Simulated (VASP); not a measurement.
# PC2 (P6_3/mmc) in VASP: settings compared

The runs below take PC2 through single point, with PBE+TS, MS2.

Everything below comes from runs of VASP 6.6.1. Logs are shortened: lines on timing, memory, paths and dates and some standing lists are left out, and cuts for length are marked.

**1. The crystal as given**

Symmetry: P6_3/mmc, No. 194, hexagonal system. The conventional cell has a = 2.852 Å, b = 2.852 Å, c = 7.029 Å, α = 90.00°, β = 90.00°, γ = 120.00°. P (site symmetry -3m) is surrounded by 6 C at 1.95 Å. C (site symmetry 3m) is surrounded by 1 C at 1.42 Å.

The cell was built by a generator and needn't be a form met in nature.

**2. Single point, PBE+TS**

INCAR reads:

```
SYSTEM = PC2
PREC     = Accurate       ! precision mode
ENCUT    = 520            ! plane-wave cutoff, eV
EDIFF    = 1E-6           ! SCF threshold, eV
ISMEAR   = -1             ! smearing method
SIGMA    = 0.05           ! smearing width, eV
LREAL    = .FALSE.        ! projectors in reciprocal space
LASPH    = .TRUE.         ! aspherical terms in the spheres
NELM     = 100            ! most SCF steps
ALGO     = Normal         ! electronic algorithm
ISIF     = 2              ! what is computed and relaxed
LWAVE    = .FALSE.        ! write WAVECAR
LCHARG   = .FALSE.        ! write CHGCAR
GGA      = PE             ! functional
IVDW     = 2              ! dispersion correction
```

PC2.cif reads:

```cif
data_PC2
_cell_length_a 2.85243762
_cell_length_b 2.85243762
_cell_length_c 7.02896000
_cell_angle_alpha 90.00000000
_cell_angle_beta 90.00000000
_cell_angle_gamma 120.00000000
_space_group_name_H-M_alt 'P6_3/mmc'
_space_group_name_Hall '-P 6c 2c'
_space_group_IT_number 194
loop_
_space_group_symop_operation_xyz
'x,y,z'
'-x,-y,-z'
'x-y,x,z+1/2'
'-x+y,-x,-z+1/2'
'-y,x-y,z'
'y,-x+y,-z'
'-x,-y,z+1/2'
'x,y,-z+1/2'
'-x+y,-x,z'
'x-y,x,-z'
'y,-x+y,z+1/2'
'-y,x-y,-z+1/2'
'-y,-x,-z+1/2'
'y,x,z+1/2'
'-x,-x+y,-z'
'x,x-y,z'
'-x+y,y,-z+1/2'
'x-y,-y,z+1/2'
'y,x,-z'
'-y,-x,z'
'x,x-y,-z+1/2'
'-x,-x+y,z+1/2'
'x-y,-y,-z'
'-x+y,y,z'
loop_
_atom_site_label
_atom_site_type_symbol
_atom_site_symmetry_multiplicity
_atom_site_Wyckoff_symbol
_atom_site_fract_x
_atom_site_fract_y
_atom_site_fract_z
_atom_site_occupancy
P1 P 2 a 0.0000000000 0.0000000000 0.5000000000 1
C1 C 4 f 0.6666666667 0.3333333333 0.3508200000 1
```

KPOINTS reads:

```
regular mesh
0
G
  11 11 4
  0 0 0
```

POSCAR reads:

```
P  C 
 1.0000000000000000
     2.8524376199999999    0.0000000000000000    0.0000000000000000
    -1.4262188099999993    2.4702834416304231    0.0000000000000000
     0.0000000000000000    0.0000000000000000    7.0289599999999997
 P   C  
   2   4
Cartesian
  0.0000000000000000  0.0000000000000000  3.5144799999999994
  0.0000000000000000  0.0000000000000000  0.0000000000000000
  1.4262188101426221  0.8234278137944648  2.4658997471999995
 -0.0000000001426215  1.6468556278359583  4.5630602528000006
  0.0000000001426224  1.6468556278359581  5.9803797471999989
  1.4262188098573783  0.8234278137944651  1.0485802528000001
```

Potentials or basis: VASP PAW PBE potentials, release 64 (P, C).

Run with:

```console
$ ase convert -i cif -o vasp PC2.cif POSCAR
$ cat potpaw_PBE.64/P/POTCAR potpaw_PBE.64/C/POTCAR > POTCAR
$ mpirun -np 1 vasp_std > vasp.out
```

OUTCAR:

```text
SYSTEM = PC2
   PREC = Accurate
   ENCUT = 520
   EDIFF = 1E-6
   ISMEAR = -1
   LREAL = .FALSE.
   LASPH = .TRUE.
   NELM = 100
   ISIF = 2
   GGA = PE
   IVDW = 2
  IVDW =   2

 ion  position               nearest neighbor table
   1  0.000  0.000  0.500-   3 1.95   4 1.95   3 1.95   4 1.95   3 1.95   4 1.95
   2  0.000  0.000  0.000-   6 1.95   5 1.95   6 1.95   5 1.95   6 1.95   5 1.95
   3  0.667  0.333  0.351-   6 1.42   1 1.95   1 1.95   1 1.95
   4  0.333  0.667  0.649-   5 1.42   1 1.95   1 1.95   1 1.95
   5  0.333  0.667  0.851-   4 1.42   2 1.95   2 1.95   2 1.95
   6  0.667  0.333  0.149-   3 1.42   2 1.95   2 1.95   2 1.95

  LATTYP: Found a hexagonal cell.
 ALAT       =     2.8524376200
 C/A-ratio  =     2.4641941162

  Lattice vectors:

 A1 = (   2.8524376200,   0.0000000000,   0.0000000000)
 A2 = (  -1.4262188100,   2.4702834416,   0.0000000000)
 A3 = (   0.0000000000,   0.0000000000,   7.0289600000)

Analysis of symmetry for initial positions (statically):
=====================================================================
 Subroutine PRICEL returns:
 Original cell was already a primitive cell.

 Routine SETGRP: Setting up the symmetry group for a
 hexagonal supercell.

 Subroutine GETGRP returns: Found 24 space group operations
 (whereof 12 operations were pure point group operations)
 out of a pool of 24 trial point group operations.

The static configuration has the point symmetry D_3d.
 The point group associated with its full space group is D_6h.

Analysis of symmetry for dynamics (positions and initial velocities):
=====================================================================
 Subroutine PRICEL returns:
 Original cell was already a primitive cell.

 Routine SETGRP: Setting up the symmetry group for a
 hexagonal supercell.

 Subroutine GETGRP returns: Found 24 space group operations
 (whereof 12 operations were pure point group operations)
 out of a pool of 24 trial point group operations.

The dynamic configuration has the point symmetry D_3d.
 The point group associated with its full space group is D_6h.

 Subroutine INISYM returns: Found 24 space group operations
 (whereof 12 operations are pure point group operations),
 and found     1 'primitive' translations

----------------------------------------------------------------------------------------

                                     Primitive cell

  volume of cell :      49.5284

  direct lattice vectors                    reciprocal lattice vectors
     2.852437620  0.000000000  0.000000000     0.350577342  0.202405923  0.000000000
    -1.426218810  2.470283442  0.000000000     0.000000000  0.404811846  0.000000000
     0.000000000  0.000000000  7.028960000     0.000000000  0.000000000  0.142268558

  length of vectors
     2.852437620  2.852437620  7.028960000     0.404811846  0.404811846  0.142268558

  position of ions in fractional coordinates (direct lattice)
     0.000000000  0.000000000  0.500000000
     0.000000000  0.000000000  0.000000000
     0.666666667  0.333333333  0.350820000
     0.333333333  0.666666667  0.649180000
     0.333333333  0.666666667  0.850820000
     0.666666667  0.333333333  0.149180000

  ion indices of the primitive-cell ions
   primitive index   ion index
                 1           1
                 2           2
                 3           3
                 4           4
                 5           5
                 6           6

----------------------------------------------------------------------------------------

 KPOINTS: regular mesh

Automatic generation of k-mesh.
 Grid dimensions read from file:
 generate k-points for:   11   11    4

 Generating k-lattice:

  Cartesian coordinates                     Fractional coordinates (reciprocal lattice)
     0.031870667  0.018400538  0.000000000     0.090909091 -0.000000000  0.000000000
     0.000000000  0.036801077  0.000000000     0.000000000  0.090909091  0.000000000
     0.000000000  0.000000000  0.035567139     0.000000000  0.000000000  0.250000000

  Length of vectors
     0.036801077  0.036801077  0.035567139

  Shift w.r.t. Gamma in fractional coordinates (k-lattice)
     0.000000000  0.000000000  0.000000000

 Subroutine IBZKPT returns following result:
 ===========================================

 Found     48 irreducible k-points:

 Following reciprocal coordinates:
            Coordinates               Weight
  0.000000  0.000000  0.000000      1.000000
  0.090909 -0.000000  0.000000      6.000000
  0.181818 -0.000000  0.000000      6.000000
  0.272727  0.000000  0.000000      6.000000
  0.363636 -0.000000  0.000000      6.000000
  0.454545  0.000000  0.000000      6.000000
[... 16 lines left out ...]
  0.090909  0.090909  0.250000     12.000000
  0.181818  0.090909  0.250000     24.000000
 [... further k-points ...]
   k-points           NKPTS =     48   k-points in BZ     NKDIM =     48   number of bands    NBANDS=     17
   number of dos      NEDOS =    301   number of ions     NIONS =      6
   total plane-waves  NPLWV =  31104
   dimension x,y,z NGX =    24 NGY =   24 NGZ =   54
   dimension x,y,z NGXF=    48 NGYF=   48 NGZF=  108
   ions per type =               2   4
   NGX,Y,Z   is equivalent  to a cutoff of  13.99, 13.99, 12.77 a.u.
   NGXF,Y,Z  is equivalent  to a cutoff of  27.98, 27.98, 25.54 a.u.
 SYSTEM =  PC2
   PREC   = accura    normal or accurate (medium, high low for compatibility)
   ISTART =      0    job   : 0-new  1-cont  2-samecut
   ICHARG =      2    charge: 1-file 2-atom 10-const
   ISPIN  =      1    spin polarized calculation?
   LNONCOLLINEAR =      F non collinear calculations
   LSORBIT =      F    spin-orbit coupling
   LASPH  =      T    aspherical Exc in radial PAW
   ENCUT  =  520.0 eV  38.22 Ry    6.18 a.u.   5.30  5.30 13.07*2*pi/ulx,y,z
   NELM   =    100;   NELMIN=  2; NELMDL= -5     # of ELM steps
   EDIFF  = 0.1E-05   stopping-criterion for ELM
   LREAL  =      F    real-space projection
   EDIFFG = 0.1E-04   stopping-criterion for IOM
   NSW    =      0    number of steps for IOM
   IBRION =     -1    ionic relax: 0-MD 1-quasi-New 2-CG
   NFREE  =      0    steps in history (QN), initial steepest desc. (CG)
   ISIF   =      2    stress and relaxation
   ISYM   =      2    0-nonsym 1-usesym 2-fastsym
   POTIM  = 0.5000    time-step for ionic-motion
   TEBEG  =    0.0;   TEEND  =   0.0 temperature during run
   PSTRESS=    0.0 pullay stress
   NELECT =      26.0000    total number of electrons
   NUPDOWN=      -1.0000    fix difference up-down
   EMIN   =  10.00;   EMAX   =-10.00  energy-range for DOS
   EFERMI =   0.00;   METHOD = LEGACY
   ISMEAR =    -1;   SIGMA  =   0.05  broadening in eV -4-tet -1-fermi 0-gaus
   EFERMI_NEDOS =   21; number of points for ismear=-14 and -15
   IALGO  =     38    algorithm
   IMIX   =      4    mixing-type and parameters
     AMIX     =   0.40;   BMIX     =  1.00
     AMIX_MAG =   1.60;   BMIX_MAG =  1.00
  volume/ion in A,a.u.               =       8.25        55.71
  Fermi-wavevector in a.u.,A,eV,Ry     =   1.320630  2.495630 23.729439  1.744065
  Thomas-Fermi vector in A             =   2.450443
   LORBIT       =      0    0 simple, 1 ext, 2 COOP (PROOUT), +10 PAW based schemes
   GGA     = PE    functional components
   LHFCALC =     F    Hartree Fock is set to
   AEXX    =    0.0000 exact exchange contribution
   IVDW    =     2    specifies the selected vdW correction
   LEPSILON=     F    determine dielectric tensor
   LRPA    =     F    only Hartree local field effects (RPA)
 non-spin polarized calculation
  energy-cutoff  :      520.00
  volume of cell :       49.53
 maximum number of plane-waves:      1352
 NGX is ok and might be reduce to    24
   NGX = 11   NGY = 11   NGZ = 27

 number of electron      26.0000000 magnetization

 Free energy of the ion-electron system (eV)
  ---------------------------------------------------
  ext. energy  EPLUGINS =         0.00000000
  ---------------------------------------------------
  free energy    TOTEN  =       -43.14263884 eV

  energy without entropy =      -43.12658272  energy(sigma->0) =      -43.13461078

 E-fermi :  10.1286     XC(G=0): -12.3418

 val. band max:       10.1082370565   @ k =   0.3636   0.1818   0.2500
 cond. band min:      10.2577802816   @ k =   0.3636  -0.0000   0.5000
 fundamental gap:      0.1495432251
 Fermi energy:        10.1285507404

 k-point     1 :       0.0000    0.0000    0.0000
  band No.  band energies     occupation
      1      -9.4504      2.00000
      2      -7.6841      2.00000
      3      -6.0972      2.00000
      4      -0.4960      2.00000
      5       0.6200      2.00000
      6       6.5357      2.00000
[... 9 lines left out ...]
     16      15.2868      0.00000
     17      15.2876      0.00000

 k-point     2 :       0.0909   -0.0000    0.0000
  band No.  band energies     occupation
      1      -9.2805      2.00000
      2      -7.5043      2.00000
      3      -5.9653      2.00000
      4      -0.4185      2.00000
      5       0.7453      2.00000
      6       6.2883      2.00000
[... 9 lines left out ...]
     16      15.5788      0.00000
     17      15.9219      0.00000

 k-point     3 :       0.1818   -0.0000    0.0000
  band No.  band energies     occupation
      1      -8.7745      2.00000
      2      -6.9667      2.00000
      3      -5.5832      2.00000
      4      -0.2298      2.00000
      5       1.0904      2.00000
      6       4.3720      2.00000
[... 392 lines left out ...]
 k-point    23 :       0.0909    0.0909    0.2500
  band No.  band energies     occupation
      1      -8.7948      2.00000
      2      -7.6845      2.00000
      3      -4.8959      2.00000
      4      -1.6893      2.00000
      5       2.4364      2.00000
      6       5.3001      2.00000
[... 9 lines left out ...]
     16      15.9388      0.00000
     17      16.2784      0.00000

 k-point    24 :       0.1818    0.0909    0.2500
  band No.  band energies     occupation
      1      -8.1278      2.00000
      2      -7.0095      2.00000
      3      -4.3875      2.00000
      4      -1.3195      2.00000
      5       2.4525      2.00000
      6       3.6037      2.00000
[... 9 lines left out ...]
     16      15.6576      0.00000
     17      16.7397      0.00000

 [... further k-points ...]

------------------------ aborting loop because EDIFF is reached ----------------------------------------

  Hirshfeld charges:
            ion         q(e)
   ------------------------------
      1     P        0.22941756
      2     P        0.22941756
      3     C       -0.11470878
      4     C       -0.11470878
      5     C       -0.11470878
      6     C       -0.11470878

  Tkatchenko/Scheffler method for vdW energy calculation

  Number of pair interactions contributing to vdW energy:  221904

  Edisp (eV):   -1.32346

  FORCE on cell =-STRESS in cart. coord.  units (eV):
  Direction    XX          YY          ZZ          XY          YZ          ZX
  --------------------------------------------------------------------------------------
  -------------------------------------------------------------------------------------
  Total      -1.46069    -1.46069    -2.10695    -0.00000     0.00000    -0.00000
  in kB     -47.25153   -47.25153   -68.15697    -0.00000     0.00000    -0.00000
  external pressure =      -54.22 kB  Pullay stress =        0.00 kB

 VOLUME and BASIS-vectors are now :
 -----------------------------------------------------------------------------
  energy-cutoff  :      520.00
  volume of cell :       49.53
      direct lattice vectors                 reciprocal lattice vectors
     2.852437620  0.000000000  0.000000000     0.350577342  0.202405923  0.000000000
    -1.426218810  2.470283442  0.000000000     0.000000000  0.404811846  0.000000000
     0.000000000  0.000000000  7.028960000     0.000000000  0.000000000  0.142268558

 POSITION                                       TOTAL-FORCE (eV/Angst)
 -----------------------------------------------------------------------------------
      0.00000      0.00000      3.51448        -0.000000      0.000000      0.000000
      0.00000      0.00000      0.00000         0.000000      0.000000      0.000000
      1.42622      0.82343      2.46590         0.000000      0.000000      0.072358
     -0.00000      1.64686      4.56306        -0.000000      0.000000     -0.072358
      0.00000      1.64686      5.98038        -0.000000      0.000000      0.072358
      1.42622      0.82343      1.04858         0.000000     -0.000000     -0.072358
 -----------------------------------------------------------------------------------
    total drift:                                0.000000     -0.000000      0.000000

  FREE ENERGIE OF THE ION-ELECTRON SYSTEM (eV)
  ---------------------------------------------------
  free  energy   TOTEN  =       -44.4660953223 eV

  energy  without entropy=      -44.4500391965  energy(sigma->0) =      -44.45806726
```

It took 27 s on 1 thread of Intel Xeon Platinum 8488C (Sapphire Rapids), shared host; peak memory 0.18 GiB.

What came out:

```yaml
Free_energy: -44.4661 eV
Pressure: -5.4 GPa
Largest_force: 0.072 eV/Å
Band_gap_on_the_k_mesh: none (metal or under the smearing width)
Hirshfeld_charges: P +0.23; C -0.11 e
Dispersion_energy_per_atom: -0.221 eV
```

Forces in eV/Å, atoms in the order of the input:
```
P    0.000  0.000  0.000
P    0.000  0.000  0.000
C    0.000  0.000  0.072
C    0.000  0.000 -0.072
C    0.000  0.000  0.072
C    0.000  0.000 -0.072
```

Caveat: atom-pairwise D2, TS and ULG terms overbind metals; pairwise dispersion overbinds metals, which lowers pressure and volume.

**3. Single point, MS2**

run.py reads:

```python
from ase import Atoms
from ase.calculators.vasp import Vasp
from ase.dft.bandgap import bandgap

atoms = Atoms(
    ['P', 'P', 'C', 'C', 'C', 'C'],
    cell=[[2.85244, 0.0, 0.0], [-1.42622, 2.47028, 0.0], [0.0, 0.0, 7.02896]],
    scaled_positions=[[0.0, 0.0, 0.5], [0.0, 0.0, 0.0], [0.66667, 0.33333, 0.35082], [0.33333, 0.66667, 0.64918], [0.33333, 0.66667, 0.85082], [0.66667, 0.33333, 0.14918]],
    pbc=True,
)
calc = Vasp(
    directory='calc',
    xc='ms2',
    pp='PBE',
    setups='recommended',
    prec='Accurate',
    encut=520,
    ediff=1e-07,
    ismear=0,
    sigma=0.05,
    lreal=False,
    lasph=True,
    nelm=60,
    algo='Normal',
    isif=2,
    lwave=False,
    lcharg=False,
    lmixtau=True,
    kpts=[11, 11, 4],
    gamma=True,
    nbands=22,
)
atoms.calc = calc

print('energy (eV):', atoms.get_potential_energy())
print('free energy (eV):', atoms.get_potential_energy(force_consistent=True))
print('forces (eV/A):')
print(atoms.get_forces())
print('stress (eV/A^3, Voigt):', atoms.get_stress())
print('Fermi level (eV):', calc.get_fermi_level())
gap, top, bottom = bandgap(calc)
print('band gap (eV):', gap, 'from (spin, k, band)', top, 'to', bottom)
```

Potentials or basis: VASP PAW PBE potentials, release 64 (P, C).

Run with:

```console
$ python run.py
```

Wall time 5.8 min (1 thread of Intel Xeon Platinum 8488C (Sapphire Rapids), shared host); peak memory 0.22 GiB.

It converged, with:

| Item | Value |
| --- | --- |
| Free energy | -59.3172 eV |
| Pressure | -7.8 GPa |
| Largest force | 0.520 eV/Å |
| Band gap on the k mesh | none (metal or under the smearing width) |

Forces on the atoms (eV/Å):
```
P    0.000  0.000  0.000
P    0.000  0.000  0.000
C    0.000  0.000  0.520
C    0.000  0.000 -0.520
C    0.000  0.000  0.520
C    0.000  0.000 -0.520
```

Stress tensor (GPa, compression positive):
```
 -6.67   0.00   0.00
  0.00  -6.67   0.00
  0.00   0.00 -10.16
```

Levels at points of the mesh, in eV from the Fermi level:
| k point | band 9 | band 10 | band 11 | band 12 | band 13 | band 14 | band 15 | band 16 | band 17 | band 18 |
| --- | --- | --- | --- | --- | --- | --- | --- | --- | --- | --- |
| (0.00, 0.00, 0.00) | -2.23 | -2.23 | 0.36 | 0.36 | 1.21 | 1.21 | 5.72 | 5.77 | 5.86 | 5.87 |
| (0.00, 0.00, 0.50) | -2.24 | -2.24 | 0.70 | 0.70 | 0.70 | 0.70 | 5.77 | 5.77 | 7.21 | 7.21 |

Caveat: the PAW data sets were made with another functional, which shifts forces and pressure a little.

**4. The reference run**

An earlier run on the cell as given: functional PBE; potentials or basis VASP PAW PBE potentials, release 64 (P, C); cutoff 520 eV; k mesh 11 × 11 × 4; occupations fermi-dirac, width 0.05 eV; no spin polarisation.

- Pressure: -0.3 GPa
- Largest force: 0.042 eV/Å
- Band gap on the k mesh: none (metal or under the smearing width)

**5. Summary**

| level | smearing | gap on the mesh (eV) | pressure (GPa) | largest force (eV/Å) |
| --- | --- | --- | --- | --- |
| PBE+TS | fermi-dirac 0.05 eV | none | -5.4 | 0.07 |
| MS2 | gaussian 0.05 eV | none | -7.8 | 0.52 |
| PBE | fermi-dirac 0.05 eV | none | -0.3 | 0.04 |

Alike in all rows: task single point; potentials or basis VASP PAW PBE potentials, release 64 (P, C); no spin polarisation; cell as given; k mesh 11 × 11 × 4; cutoff (eV) 520.

Every run on the cell as given and a fine mesh finds a metal. The pressure there spans -7.8 GPa (MS2) to -0.3 GPa (PBE); a positive pressure means that this level wants a larger cell, a negative one a smaller.

Caveats: atom-pairwise D2, TS and ULG terms overbind metals (some runs); pairwise dispersion overbinds metals, which lowers pressure and volume (some runs); the PAW data sets were made with another functional, which shifts forces and pressure a little (some runs).

Absolute energies hang on the potentials; compare differences alone.
